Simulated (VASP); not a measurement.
Calculation: PBE GGA, VASP's PBE PAW potentials (set 64) (plane waves; VASP).

VASP ran on this input.

KPOINTS:
```
Automatic
0
gamma
14 14 8
```

POSCAR:
```
Pr
1
    3.6611180000     0.0000000000     0.0000000000
   -1.8305590000     3.1706210000     0.0000000000
    0.0000000000     0.0000000000     5.9441680000
Pr
2
Direct
  0.3333330000   0.6666670000   0.2500000000
  0.6666670000   0.3333330000   0.7500000000
```

INCAR:
```
ALGO = Normal
EDIFF = 1E-6
ENCUT = 300
GGA = PE
ISIF = 2
ISMEAR = -1
ISPIN = 2
LASPH = .TRUE.
LCHARG = .FALSE.
LMAXMIX = 6
LORBIT = 11
LREAL = .FALSE.
LWAVE = .FALSE.
MAGMOM = 2*2.0
NELM = 100
PREC = Accurate
SIGMA = 0.1
SYSTEM = Pr
```

POTCAR, in this order: Pr (PBE.64 set). Program: vasp_std.

Q: What will the output report for the number of irreducible k-points (NKPTS), largest plane-wave count, number of space-group operations, FFT grid (NGX, NGY, NGZ)?

A: 
| Property | Result |
|---|---|
| number of irreducible k-points (NKPTS) | 120 |
| largest plane-wave count | 834 |
| number of space-group operations | 24 |
| FFT grid (NGX, NGY, NGZ) | 24 × 24 × 36 |

The structure was generated: Pr was put into an ordered model structure, which need not be its known phase. The cell was not relaxed at this level. VASP warned that the highest band is occupied, so more bands are needed.
